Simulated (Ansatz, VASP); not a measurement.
# Ga2Pt: VASP beside Ansatz

Contents of INCAR:

```
SYSTEM = Ga2Pt
ALGO = Fast ; EDIFF = 1E-6
ENCUT = 520 ; ISIF = 2
ISMEAR = -1 ; LASPH = .True.
LCHARG = .False. ; LREAL = .False.
LWAVE = .False. ; NBANDS = 25
NELM = 80 ; PREC = Accurate
SIGMA = 0.15
```

File KPOINTS:

```
k-points
0
Gamma
  12 12 12
  0 0 0
```

POSCAR

```
Ga2Pt
1.0
    0.0000000000      2.9551341111      2.9551341111
    2.9551341111      0.0000000000      2.9551341111
    2.9551341111      2.9551341111      0.0000000000
Ga Pt
2 1
Direct
    0.2500000000      0.2500000000      0.2500000000
    0.7500000000      0.7500000000      0.7500000000
    0.0000000000      0.0000000000      0.0000000000
```

Input for Ansatz:

```yaml
crystal:
  lattice:
    - [0.0, 2.9551341111, 2.9551341111]
    - [2.9551341111, 0.0, 2.9551341111]
    - [2.9551341111, 2.9551341111, 0.0]
  atoms:
    - { symbol: Ga, position: [0.25, 0.25, 0.25] }
    - { symbol: Ga, position: [0.75, 0.75, 0.75] }
    - { symbol: Pt, position: [0.0, 0.0, 0.0] }
basis:
  ecutwfc: 420
kpoints:
  mp_grid: { grid: [12, 12, 12] }
hamiltonian:
  xc: lda
scf:
  occupations: { method: fermi_dirac, width: 0.15 }
output:
  forces: true
  stress: true
  eigenvalues: true
```

Alike in both runs: task single point; functional LDA; k mesh 12 × 12 × 12; occupations fermi-dirac, width 0.15 eV; no spin polarisation.

```csv
,VASP,Ansatz
version,VASP 6.6.1,Ansatz 0.2.0
potentials or method,"VASP PAW LDA potentials, release 64 (Ga_d, Pt)","scalar-relativistic, plane waves, PAW"
plane-wave cutoff (eV),520,420
valence electrons in the cell,36,44
```

|  | VASP | Ansatz | Ansatz less VASP |
| --- | --- | --- | --- |
| gap on the k mesh at the Fermi level (eV) | none | none | - |
| pressure (GPa) | -2.0 | -2.6 | -0.55 |

A gap of «none» marks a metal or a gap that the smearing closes. The two sets of potentials don't hold the same shells in valence.

Spin-orbit coupling is left out, which matters for the levels of Pt.
